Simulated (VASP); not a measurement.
The system is Sc3Al5N8.

```xyz
16
Lattice="6.4490 0.0000 0.0000 -3.2245 5.5850 0.0000 0.0000 0.0000 4.9445" Properties=species:S:1:pos:R:3 pbc="T T T"
Sc    0.0000    1.8617    0.0000
Sc    3.2245    1.8617    0.0000
Sc    1.6122    0.9308    2.4723
Al   -1.6122    4.6542    0.0000
Al    1.6123    4.6542    0.0000
Al    0.0000    3.7233    2.4723
Al    4.8367    0.9308    2.4723
Al    3.2245    3.7233    2.4723
N     0.0000    1.8617    1.8888
N    -1.6122    4.6542    1.8888
N     3.2245    1.8617    1.8888
N     1.6123    4.6542    1.8888
N     1.6122    0.9308    4.3610
N     0.0000    3.7233    4.3610
N     4.8367    0.9308    4.3610
N     3.2245    3.7233    4.3610
```

The cell comes from a database or a generator and needn't be the stable form of this composition.

| Item | Value |
| --- | --- |
| Program | VASP 6.6.1 |
| Task | relaxation of cell and atoms |
| Functional | PBE |
| Potentials or basis | VASP PAW PBE potentials, release 64 (Sc_sv, Al, N) |
| Cutoff | 520 eV |
| k mesh | 4 × 4 × 5 |
| Occupations | gaussian, width 0.03 eV |
| Spin | no spin polarisation |

At the start: pressure 19.4 GPa; volume 11.13 Å³/atom.

Problem. How do energy, volume and symmetry change on relaxing?

Solution. Over 23 steps the energy falls by 172.7 meV/atom and the volume is 11.94 Å³/atom (+7.3 %); space group Cm (No. 8, to 0.05 Å).

Step by step:
```csv
step,energy change (eV),largest force (eV/Å),pressure (GPa),volume (Å³)
1,0.0000,4.4863,19.36,178.09
2,-1.1650,1.0022,-15.45,214.97
3,-2.4174,0.9605,-4.12,197.63
4,-2.4190,1.0105,-3.69,197.13
5,-2.7019,0.4668,-0.15,192.06
6,-2.7055,0.5683,0.36,191.43
7,-2.7387,0.2611,0.06,191.50
8,-2.7399,0.3222,0.00,191.52
9,-2.7530,0.1431,-0.16,191.54
10,-2.7550,0.1966,-0.24,191.55
11,-2.7601,0.0644,0.15,191.03
12,-2.7603,0.0748,0.22,190.94
13,-2.7616,0.0415,-0.15,191.27
14,-2.7616,0.0409,-0.12,191.25
15,-2.7621,0.0341,0.04,191.05
16,-2.7622,0.0415,0.07,191.01
17,-2.7624,0.0162,0.00,191.08
18,-2.7624,0.0169,-0.01,191.09
19,-2.7624,0.0103,-0.01,191.09
20,-2.7624,0.0103,-0.01,191.09
21,-2.7625,0.0052,0.01,191.07
22,-2.7625,0.0055,0.02,191.06
23,-2.7625,0.0037,-0.02,191.10
```

Final structure:
```cif
data_structure
_symmetry_space_group_name_H-M 'P 1'
_symmetry_Int_Tables_number 1
_cell_length_a 6.5585
_cell_length_b 6.6464
_cell_length_c 5.0401
_cell_angle_alpha 90.222
_cell_angle_beta 90.000
_cell_angle_gamma 119.564
_cell_volume 191.10
loop_
_atom_site_label
_atom_site_type_symbol
_atom_site_fract_x
_atom_site_fract_y
_atom_site_fract_z
_atom_site_occupancy
Sc1 Sc 0.16548 0.34072 0.98715 1
Sc2 Sc 0.67524 0.34072 0.98715 1
Sc3 Sc 0.32647 0.15295 0.48843 1
Al1 Al 0.16448 0.82896 0.99648 1
Al2 Al 0.66828 0.83657 0.99372 1
Al3 Al 0.33435 0.67016 0.49668 1
Al4 Al 0.83037 0.16073 0.49964 1
Al5 Al 0.83582 0.67016 0.49668 1
N1 N 0.15867 0.34337 0.41193 1
N2 N 0.15242 0.80484 0.37288 1
N3 N 0.68470 0.34337 0.41193 1
N4 N 0.66633 0.83267 0.37779 1
N5 N 0.32353 0.14706 0.91164 1
N6 N 0.34685 0.69188 0.87451 1
N7 N 0.82197 0.14395 0.87490 1
N8 N 0.84503 0.69188 0.87451 1
```
